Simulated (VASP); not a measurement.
Computed with PBEsol GGA, VASP's PBE PAW potentials (set 64) (plane waves; VASP).

The input files of a VASP run:

INCAR:
```
ALGO  =  Normal
EDIFF  =  1E-7
ENCUT  =  530
GGA  =  PS
IBRION  =  6
ISIF  =  3
ISMEAR  =  1
ISPIN  =  2
LASPH  =  .TRUE.
LCHARG  =  .FALSE.
LMAXMIX  =  4
LORBIT  =  10
LREAL  =  .FALSE.
LWAVE  =  .FALSE.
MAGMOM  =  2.1
NELM  =  100
NFREE  =  2
NSW  =  1
POTIM  =  0.015
PREC  =  Accurate
SIGMA  =  0.1
SYSTEM  =  Fe
```

File POSCAR:
```
Fe
1
   -1.3914976104     1.3914976104     1.3914976104
    1.3914976104    -1.3914976104     1.3914976104
    1.3914976104     1.3914976104    -1.3914976104
Fe
1
Direct
  0.0000000000   0.0000000000   0.0000000000
```

File KPOINTS:
```
kpoints
0
gamma
16 16 16
```

POTCAR, in this order: Fe (PBE.64 set). Program: vasp_std.

The run wrote:

### OUTCAR
```
 ion  position               nearest neighbor table
   1  0.000  0.000  0.000-
  LATTYP: Found a body centered cubic cell.
 ALAT       =     2.7829952208
 Subroutine PRICEL returns:
 Original cell was already a primitive cell.
 Subroutine GETGRP returns: Found 48 space group operations
The static configuration has the point symmetry O_h .
The dynamic configuration has the point symmetry O_h .
The overall configuration has the point symmetry O_h .
 Subroutine INISYM returns: Found 48 space group operations
 Subroutine IBZKPT returns following result:
 Found    145 irreducible k-points:

 Following reciprocal coordinates:
            Coordinates               Weight
  0.000000  0.000000  0.000000      1.000000
  0.062500  0.000000  0.000000     12.000000
  0.125000  0.000000  0.000000     12.000000
  0.187500  0.000000  0.000000     12.000000
  0.250000  0.000000  0.000000     12.000000
  0.312500  0.000000  0.000000     12.000000
  0.375000  0.000000  0.000000     12.000000
  0.437500  0.000000  0.000000     12.000000
  0.500000  0.000000  0.000000      6.000000
...
```

### OSZICAR
```
...
DAV:   4    -0.891567385181E+01    0.70827E-03   -0.48748E-04 42940   0.263E-01    0.156E-01
DAV:   5    -0.891539395359E+01    0.27990E-03   -0.34894E-04 46319   0.155E-01    0.312E-02
DAV:   6    -0.891538576714E+01    0.81865E-05   -0.23727E-05 42095   0.666E-02    0.102E-02
DAV:   7    -0.891538674934E+01   -0.98220E-06   -0.19627E-06 40672   0.184E-02    0.457E-03
DAV:   8    -0.891538700574E+01   -0.25640E-06   -0.18178E-07 33995   0.656E-03    0.160E-03
DAV:   9    -0.891538705915E+01   -0.53408E-07   -0.24460E-08 20004   0.215E-03
   8 F= -.89153871E+01 E0= -.89152924E+01  d E =-.283903E-03  mag=     2.0842
       N       E                     dE             d eps       ncg     rms          rms(c)
DAV:   1    -0.893193425473E+01   -0.16547E-01   -0.44827E-01 43542   0.606E+00    0.899E-01
DAV:   2    -0.891872881768E+01    0.13205E-01   -0.17466E-02 45846   0.138E+00    0.420E-01
DAV:   3    -0.891535289220E+01    0.33759E-02   -0.64288E-03 47955   0.870E-01    0.218E-01
DAV:   4    -0.891545834812E+01   -0.10546E-03   -0.31919E-04 42779   0.213E-01    0.718E-02
DAV:   5    -0.891539105683E+01    0.67291E-04   -0.81875E-05 46246   0.141E-01    0.344E-02
DAV:   6    -0.891538695622E+01    0.41006E-05   -0.95558E-06 45206   0.389E-02    0.853E-03
DAV:   7    -0.891538682861E+01    0.12761E-06   -0.58588E-07 41061   0.113E-02    0.474E-03
DAV:   8    -0.891538711815E+01   -0.28954E-06   -0.14920E-07 28019   0.592E-03    0.718E-04
DAV:   9    -0.891538708659E+01    0.31563E-07   -0.12218E-08 19933   0.144E-03
   9 F= -.89153871E+01 E0= -.89152925E+01  d E =-.283863E-03  mag=     2.0842
       N       E                     dE             d eps       ncg     rms          rms(c)
DAV:   1    -0.891164305406E+01    0.37441E-02   -0.41914E-01 43643   0.597E+00    0.580E-01
DAV:   2    -0.890411090941E+01    0.75321E-02   -0.92562E-03 45391   0.997E-01    0.303E-01
DAV:   3    -0.891673678368E+01   -0.12626E-01   -0.46146E-03 44744   0.804E-01    0.217E-01
DAV:   4    -0.891254580614E+01    0.41910E-02   -0.13538E-03 49437   0.426E-01    0.732E-02
DAV:   5    -0.891481551663E+01   -0.22697E-02   -0.13841E-04 46974   0.167E-01    0.265E-02
DAV:   6    -0.891543613029E+01   -0.62061E-03   -0.11015E-05 47615   0.385E-02    0.782E-03
DAV:   7    -0.891527159845E+01    0.16453E-03   -0.20453E-06 46131   0.189E-02    0.368E-03
DAV:   8    -0.891539547299E+01   -0.12387E-03   -0.38918E-07 24597   0.734E-03    0.752E-04
DAV:   9    -0.891538559282E+01    0.98802E-05   -0.24044E-08 19922   0.231E-03    0.231E-04
DAV:  10    -0.891538671090E+01   -0.11181E-05   -0.39646E-09 19851   0.899E-04    0.143E-04
DAV:  11    -0.891538674180E+01   -0.30895E-07   -0.55819E-10 19842   0.355E-04
  10 F= -.89153867E+01 E0= -.89152921E+01  d E =-.283865E-03  mag=     2.0842
       N       E                     dE             d eps       ncg     rms          rms(c)
DAV:   1    -0.893192648045E+01   -0.16540E-01   -0.46898E-01 43741   0.624E+00    0.899E-01
DAV:   2    -0.891873318811E+01    0.13193E-01   -0.17542E-02 46328   0.139E+00    0.421E-01
DAV:   3    -0.891534710650E+01    0.33861E-02   -0.64108E-03 48099   0.868E-01    0.220E-01
DAV:   4    -0.891545737526E+01   -0.11027E-03   -0.31442E-04 42932   0.211E-01    0.719E-02
DAV:   5    -0.891538984938E+01    0.67526E-04   -0.81604E-05 45847   0.141E-01    0.340E-02
DAV:   6    -0.891538653460E+01    0.33148E-05   -0.97149E-06 45018   0.390E-02    0.856E-03
DAV:   7    -0.891538663752E+01   -0.10292E-06   -0.53918E-07 40916   0.107E-02    0.476E-03
DAV:   8    -0.891538682189E+01   -0.18437E-06   -0.13367E-07 25766   0.560E-03    0.680E-04
DAV:   9    -0.891538682686E+01   -0.49652E-08   -0.13029E-08 19899   0.149E-03
  11 F= -.89153868E+01 E0= -.89152922E+01  d E =-.283837E-03  mag=     2.0842
       N       E                     dE             d eps       ncg     rms          rms(c)
DAV:   1    -0.893581689445E+01   -0.20430E-01   -0.38458E-01 44017   0.568E+00    0.556E-01
DAV:   2    -0.893151521641E+01    0.43017E-02   -0.72325E-03 45064   0.918E-01    0.300E-01
DAV:   3    -0.891252733028E+01    0.18988E-01   -0.54404E-03 44428   0.855E-01    0.194E-01
DAV:   4    -0.891814838981E+01   -0.56211E-02   -0.15685E-03 48911   0.459E-01    0.554E-02
DAV:   5    -0.891556411931E+01    0.25843E-02   -0.12948E-04 48458   0.158E-01    0.264E-02
DAV:   6    -0.891537718901E+01    0.18693E-03   -0.72429E-06 44914   0.332E-02    0.660E-03
DAV:   7    -0.891547073673E+01   -0.93548E-04   -0.10866E-06 42853   0.135E-02    0.331E-03
DAV:   8    -0.891538502988E+01    0.85707E-04   -0.25170E-07 21264   0.636E-03    0.453E-04
DAV:   9    -0.891538749776E+01   -0.24679E-05   -0.15368E-08 19885   0.165E-03    0.240E-04
DAV:  10    -0.891538646728E+01    0.10305E-05   -0.20282E-09 19843   0.663E-04    0.140E-04
DAV:  11    -0.891538686707E+01   -0.39979E-06   -0.33801E-10 19821   0.292E-04    0.345E-05
DAV:  12    -0.891538689319E+01   -0.26119E-07   -0.53145E-11 19816   0.106E-04
  12 F= -.89153869E+01 E0= -.89152923E+01  d E =-.283852E-03  mag=     2.0842
       N       E                     dE             d eps       ncg     rms          rms(c)
DAV:   1    -0.893192178764E+01   -0.16535E-01   -0.47856E-01 43597   0.630E+00    0.899E-01
DAV:   2    -0.891873357410E+01    0.13188E-01   -0.17571E-02 46067   0.138E+00    0.420E-01
DAV:   3    -0.891534517617E+01    0.33884E-02   -0.64142E-03 47945   0.869E-01    0.219E-01
DAV:   4    -0.891545740320E+01   -0.11223E-03   -0.31596E-04 42955   0.211E-01    0.718E-02
DAV:   5    -0.891538950379E+01    0.67899E-04   -0.81794E-05 45993   0.141E-01    0.341E-02
DAV:   6    -0.891538648275E+01    0.30210E-05   -0.96253E-06 45104   0.388E-02    0.856E-03
DAV:   7    -0.891538657791E+01   -0.95160E-07   -0.54956E-07 41047   0.108E-02
  13 F= -.89153866E+01 E0= -.89152922E+01  d E =-.283179E-03  mag=     2.0842
       N       E                     dE             d eps       ncg     rms          rms(c)
DAV:   1    -0.892994713697E+01   -0.14561E-01   -0.10248E+00  5629   0.831E+00    0.640E-01
DAV:   2    -0.893219586803E+01   -0.22487E-02   -0.12660E-02  6025   0.126E+00    0.349E-01
DAV:   3    -0.892138133026E+01    0.10815E-01   -0.20272E-03  7222   0.502E-01    0.218E-01
DAV:   4    -0.891683955351E+01    0.45418E-02   -0.18679E-03  6552   0.429E-01    0.344E-02
DAV:   5    -0.891630085944E+01    0.53869E-03   -0.49710E-05  5432   0.670E-02    0.685E-03
DAV:   6    -0.891633800856E+01   -0.37149E-04   -0.43909E-07  5594   0.830E-03    0.304E-03
DAV:   7    -0.891630280605E+01    0.35203E-04   -0.17108E-07  5295   0.465E-03    0.131E-03
DAV:   8    -0.891630388479E+01   -0.10787E-05   -0.31858E-08  2671   0.144E-03    0.226E-04
DAV:   9    -0.891630661746E+01   -0.27327E-05   -0.17609E-09  2631   0.453E-04    0.785E-05
DAV:  10    -0.891630630850E+01    0.30896E-06   -0.13342E-10  2627   0.168E-04    0.359E-05
DAV:  11    -0.891630656242E+01   -0.25392E-06   -0.35789E-11  2622   0.776E-05    0.251E-05
DAV:  12    -0.891630657194E+01   -0.95215E-08   -0.49793E-12  2619   0.295E-05
  14 F= -.89163066E+01 E0= -.89161973E+01  d E =-.327714E-03  mag=     2.0879
       N       E                     dE             d eps       ncg     rms          rms(c)
DAV:   1    -0.890335011385E+01    0.12956E-01   -0.32708E+00  5485   0.143E+01    0.108E+00
DAV:   2    -0.891432234938E+01   -0.10972E-01   -0.28671E-02  5252   0.187E+00    0.562E-01
DAV:   3    -0.891668795361E+01   -0.23656E-02   -0.14756E-03  5490   0.359E-01    0.108E-01
DAV:   4    -0.891625125189E+01    0.43670E-03   -0.95015E-04  5417   0.265E-01    0.567E-02
DAV:   5    -0.891630650711E+01   -0.55255E-04   -0.13041E-04  5322   0.985E-02    0.581E-03
DAV:   6    -0.891630730102E+01   -0.79391E-06   -0.21155E-06  5593   0.179E-02    0.306E-03
DAV:   7    -0.891630677854E+01    0.52248E-06   -0.35657E-07  5347   0.581E-03    0.110E-03
DAV:   8    -0.891630659064E+01    0.18790E-06   -0.14692E-08  2663   0.118E-03    0.394E-04
DAV:   9    -0.891630651533E+01    0.75308E-07   -0.96791E-09  2621   0.902E-04
  15 F= -.89163065E+01 E0= -.89161973E+01  d E =-.327688E-03  mag=     2.0879
```

OUTCAR:
```
------------------------ aborting loop because EDIFF is reached ----------------------------------------
  FORCE on cell =-STRESS in cart. coord.  units (eV):
  Direction    XX          YY          ZZ          XY          YZ          ZX
  --------------------------------------------------------------------------------------
  Total        0.0382672      0.0382672      0.0382672      0.0000000     -0.0000000     -0.0000000
  in kB        5.6889239      5.6889239      5.6889239      0.0000000     -0.0000000     -0.0000000
  external PRESSURE =       5.6889239 kB  Pullay stress =       0.0000000 kB
  volume of cell :       10.78
      direct lattice vectors                 reciprocal lattice vectors
    -1.391497610  1.391497610  1.391497610     0.000000000  0.359325087  0.359325087
     1.391497610 -1.391497610  1.391497610     0.359325087  0.000000000  0.359325087
     1.391497610  1.391497610 -1.391497610     0.359325087  0.359325087  0.000000000
 POSITION                                       TOTAL-FORCE (eV/Angst)
 -----------------------------------------------------------------------------------
     -0.01500      0.00000      0.00000         0.000000     -0.000000      0.000000
 -----------------------------------------------------------------------------------
    total drift:                                0.000032      0.000000      0.000000
  FREE ENERGIE OF THE ION-ELECTRON SYSTEM (eV)
  ---------------------------------------------------
  free  energy   TOTEN  =        -8.9163065153 eV

  energy  without entropy=       -8.9159788275  energy(sigma->0) =       -8.91619729

   1 f  =    0.000000 THz     0.000000 2PiTHz    0.000000 cm-1     0.000000 meV
             X         Y         Z           dx          dy          dz
      0.000000  0.000000  0.000000     0.919145   -0.393919    0.000000

   2 f  =    0.000000 THz     0.000000 2PiTHz    0.000000 cm-1     0.000000 meV
             X         Y         Z           dx          dy          dz
      0.000000  0.000000  0.000000    -0.393919   -0.919145    0.000000

   3 f  =    0.000000 THz     0.000000 2PiTHz    0.000000 cm-1     0.000000 meV
             X         Y         Z           dx          dy          dz
      0.000000  0.000000  0.000000     0.000000    0.000000    1.000000

 ELASTIC MODULI CONTR FROM IONIC RELAXATION (kBar)
 Direction    XX          YY          ZZ          XY          YZ          ZX
 --------------------------------------------------------------------------------
 XX           0.0000      0.0000      0.0000      0.0000      0.0000      0.0000
 YY           0.0000      0.0000      0.0000      0.0000      0.0000      0.0000
 ZZ           0.0000      0.0000      0.0000      0.0000      0.0000      0.0000
 XY           0.0000      0.0000      0.0000      0.0000      0.0000      0.0000
 YZ           0.0000      0.0000      0.0000      0.0000      0.0000      0.0000
 ZX           0.0000      0.0000      0.0000      0.0000      0.0000      0.0000
 --------------------------------------------------------------------------------

 TOTAL ELASTIC MODULI (kBar)
 Direction    XX          YY          ZZ          XY          YZ          ZX
 --------------------------------------------------------------------------------
 XX        3412.4868   1658.0135   1658.0135     -0.0000      0.0000      0.0000
 YY        1658.0135   3412.4868   1658.0135      0.0000      0.0000      0.0000
 ZZ        1658.0135   1658.0135   3412.4868      0.0000      0.0000      0.0000
 XY          -0.0000      0.0000      0.0000   1205.6475     -0.0000      0.0000
 YZ           0.0000      0.0000      0.0000     -0.0000   1205.6475     -0.0000
 ZX           0.0000      0.0000      0.0000      0.0000     -0.0000   1205.6475
 --------------------------------------------------------------------------------
```
(Selected blocks of OUTCAR.)

Finite-difference elastic constants of metals are sensitive to mesh and smearing; shear constants can be off by tens of GPa.

The compound is Fe in the bcc structure. It was relaxed first, which changed the volume by -9 %.
